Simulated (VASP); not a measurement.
# SCF wall time of two-atom Tl (P6_3/mmc) in r2SCAN against electronic solver and density mixing

We calculate the r2SCAN ground state of Tl (P6_3/mmc) at fixed atomic positions, changing only the electronic solver or the density mixing, and measure the wall time of one complete SCF run. The question is how far that time depends on these settings. It matters to a materials group because a screening study repeats such runs many times, and a poor setting is paid for in each of them. Times are in seconds per run on two MPI ranks. Energy errors are per atom and are taken from the run with ALGO = Normal, so they measure agreement between solvers and not accuracy against experiment.

## Calculations

A cell from a diffraction database. VASP 6.6.1, plane waves with PAW, r2SCAN, 2 atoms at fixed positions, no spin polarisation, no spin-orbit coupling. Held fixed: cutoff 400 eV, k mesh 7×7×4, ISMEAR = -1, SIGMA = 0.05 eV and 2 MPI ranks. Each row is named by the tags or value that set it apart; differences are taken from the run 'ALGO = Normal'. All ran on Intel(R) Xeon(R) 6975P-C (Granite Rapids), shared with other work, so times are rough.

Notes on method and selection:

- Runs that did not converge, have known faults or may not be shown are not listed, and runs on Ansatz's PAW sets soft_1 and soft_2 are kept to separate tables.

Columns:

- energy error (meV/atom): energy per atom extrapolated to zero smearing, less that of the reference (ALGO = Normal).
- cycles: SCF cycles.

Input lines of one member:

```
PREC = Accurate
ENCUT = 400
EDIFF = 1E-06
NELM = 100
ISMEAR = -1
SIGMA = 0.05
LREAL = .FALSE.
ALGO = Normal
METAGGA = R2SCAN
LASPH = .TRUE.
NBANDS = 19
LORBIT = 11
KPAR = 2
ISIF = 2
```

Command (options for logging and memory left out): `mpirun -np 2 vasp_std`

## Results

```
member                   energy error (meV/atom)  cycles  wall time (s)
IMIX = 1, AMIX = 0.2     0.002                    30      24.0
ALGO = VeryFast          0.000                    21      19.4
ALGO = Damped            0.000                    20      16.6
AMIX = 0.8               0.000                    13      11.2
ALGO = Normal            0.000                    13      11.4
ALGO = All               0.000                    14      16.4
AMIX = 0.1, BMIX = 0.01  0.000                    14      ?
ALGO = Fast              0.000                    14      14.0
```

Cells marked ? are withheld until the estimate has been made.

## Reading the trend

The clearest effect comes from the mixing scheme. With IMIX = 1 and AMIX = 0.2 the run takes 24.0 s, against 11.4 s for ALGO = Normal, a ratio of 24.0 / 11.4 = 2.1. The cycle count rises by 30 / 13 = 2.3, so the extra time comes from more cycles and not from dearer ones.

The reason lies in how the next density is built. IMIX = 1 is simple Kerker mixing: each step adds a damped fraction of the difference between output and input density and keeps no memory of earlier steps. The default scheme uses the history of those differences to correct its step, and therefore depends much less on the starting fraction. AMIX = 0.8 accordingly needs 13 cycles, as the default does. The small cell helps too, because it has no long-wavelength density components, which are the ones that make charge slosh in large metallic cells.

The solvers differ less. ALGO = Fast and ALGO = All each need 14 cycles, ALGO = Damped 20 and ALGO = VeryFast 21. Their times lie between 14.0 and 19.4 s, all less than twice that of ALGO = Normal, which on shared hosts is too little for a firm ranking. A cycle also means different work in different solvers: ALGO = All, for instance, makes line searches along its conjugate-gradient directions, which may explain its 16.4 s for 14 cycles.

The choice hardly touches the energy. The largest error is 0.002 meV/atom, for IMIX = 1. A slowly converging run can meet the stopping test on the last energy change while a slightly larger error remains, which would account for it.

Since unconverged runs are not listed, these times say nothing about how reliably a setting converges. For larger cells or slabs of a metal, mixing can matter much more than it does here.

## A prediction

Plain estimates from the members shown:

- AMIX = 0.1, BMIX = 0.01, mean of the 7 members shown: 16.1 s, standard deviation 4.2

The withheld run, AMIX = 0.1 with BMIX = 0.01, keeps the solver of ALGO = Normal and changes only the mixing. Mixing the density costs little beside updating the orbitals, so the time should follow the number of cycles, which the table gives as 14. The mean of the seven shown members, 16.1 s, ignores this count and includes other solvers as well as the slow 30-cycle run, so we do not use it.

We take the time per cycle from the two 13-cycle runs with the same solver, ALGO = Normal and AMIX = 0.8. Their mean time is (11.4 + 11.2) / 2 = 11.3 s, which gives 11.3 / 13 = 0.869 s per cycle. For 14 cycles the estimate is 0.869 × 14 = 12.2 s.

The same route can be tried on IMIX = 1, the remaining run with this solver. It gives 0.869 × 30 = 26.1 s against the tabulated 24.0 s, a miss of 2.1 s or 9 %. Part of this may be start-up time, which does not grow with the cycle count, and part the load on the shared host. Applied to the present estimate, 9 % is 0.09 × 12.2 = 1.1 s, which we take as one standard deviation, though it rests on a single trial.

**Committed estimate, AMIX = 0.1, BMIX = 0.01: wall time = 12.2 ± 1.1 s.**

## The withheld result

```
member                   energy error (meV/atom)  cycles  wall time (s)
AMIX = 0.1, BMIX = 0.01  0.000                    14      12.2
```

```
member                   estimate   wall time (s)  computed  estimate − computed  miss in error bars
AMIX = 0.1, BMIX = 0.01  committed  12.2           12.2      0.0                  0.0
AMIX = 0.1, BMIX = 0.01  mean       16.1           12.2      +3.9
```

The estimate of 12.2 s agrees with the measured 12.2 s and lies well inside its error bar of 1.1 s. The mean of the other seven members, 16.1 s, is 3.9 s too high. Agreement this close is partly chance, since times on a shared host are rough.

The argument that held is that changing the mixing leaves the cost of a cycle nearly unchanged: 12.2 / 14 = 0.87 s here, against 11.4 / 13 = 0.88 s for ALGO = Normal. The cycle count was known beforehand, so the result does not test whether we could have predicted it. That count does show that lowering both AMIX and BMIX costs only one cycle more than the default, as expected of a mixer that corrects its steps from their history.

## Exceptions

IMIX = 1 with AMIX = 0.2 stands farthest out, at 24.0 − 11.4 = 12.6 s above ALGO = Normal. Its 30 cycles account for this, since a single cycle, at 24.0 / 30 = 0.80 s, costs no more than with the default mixing.

ALGO = VeryFast comes next, with 21 − 13 = 8 cycles more than ALGO = Normal. The likeliest reason is its start. From random orbitals, VASP by default runs about twelve opening cycles at fixed density for this solver, against about five for ALGO = Normal, which covers most of the difference.

The run with AMIX = 0.1 and BMIX = 0.01 is ordinary in time and energy, but its pressure, which was also computed though not tabulated here, shifts most. Near self-consistency the energy error is of second order in the remaining density error, whereas the stress error is of first order. Weak mixing can therefore meet the energy test while the density is still slightly off.

## Rules of thumb and their limits

For this cell and these settings, 0.87 s times the number of cycles gives the wall time with a root-mean-square miss of about 1.9 s over all eight runs, against a scatter of roughly 4.1 s about their mean. The largest miss is for ALGO = All, whose cycles cost more. The rule needs a known cycle count.

In practice, a thousand such runs one after another would take 1000 × 11.4 / 3600 = 3.2 h with ALGO = Normal and 1000 × 24.0 / 3600 = 6.7 h with IMIX = 1. Where the pressure matters, EDIFF should be tightened, whichever mixing is used.

Spin-orbit coupling, left out here, is strong in Tl. It would lengthen a run considerably, because the orbitals become two-component spinors, and would lower the energy by far more than the 0.002 meV/atom that separates these runs.

[Logs are printed without paths, hosts, clocks, repeated set-up lines and the standing remarks that a program may print on its own settings, such as how far it seeks lower states.]
